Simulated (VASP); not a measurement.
```
CELL_PARAMETERS angstrom
      0.00000     1.91879     1.91879
      1.91879     0.00000     1.91879
      1.91879     1.91879     0.00000
ATOMIC_POSITIONS crystal
  Ir 0.00000 0.00000 0.00000
```

The numbers are results of PBE GGA with D3 dispersion (zero damping), VASP's PBE PAW potentials (set 64) (plane waves; VASP), not measurements. Run with 520 eV cut-off, Gaussian smearing of 0.050 eV, potentials Ir.

Task: Give the energies of bands 1 to 6 at the high-symmetry points, in eV from the Fermi level.

Result: 
```tsv
band	Γ	X	U	L	W
1	-11.12	-7.92	-6.95	-8.11	-6.27
2	-3.89	-7.35	-5.99	-3.99	-4.88
3	-3.89	0.87	-2.89	-3.99	-4.88
4	-3.89	1.49	-0.88	-0.76	-1.79
5	-1.19	1.49	0.62	0.91	1.49
6	-1.19	1.71	6.37	0.91	8.24
```

It has no gap at this level: it comes out as a metal or semimetal.

The compound is Ir in the fcc structure. It was relaxed first.
